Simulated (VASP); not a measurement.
Data:

```xyz
1
Lattice="-1.5395 1.5395 1.5395 1.5395 -1.5395 1.5395 1.5395 1.5395 -1.5395" Properties=species:S:1:pos:R:3 pbc="T T T"
Ir     0.0000     0.0000     0.0000
```

Calculation: PBEsol GGA, VASP's PBE PAW potentials (set 64) (plane waves; VASP). Run with 400 eV cut-off, Gaussian smearing of 0.050 eV, potentials Ir.

Question: Give the energies of bands 1 to 6 at the high-symmetry points, in eV from the Fermi level.

Answer: 
```csv
band,Γ,H,N,P
1,-10.63,-7.02,-7.49,-4.70
2,-3.59,-7.02,-5.41,-4.70
3,-3.59,1.53,-0.72,-4.70
4,-3.59,1.53,-0.13,0.06
5,-0.54,1.53,-0.04,0.06
6,-0.54,7.85,2.24,5.42
```

It has no gap at this level: it comes out as a metal or semimetal.

The structure was generated: Ir was put into the bcc type (Im-3m), which need not be its known phase. It was relaxed first.
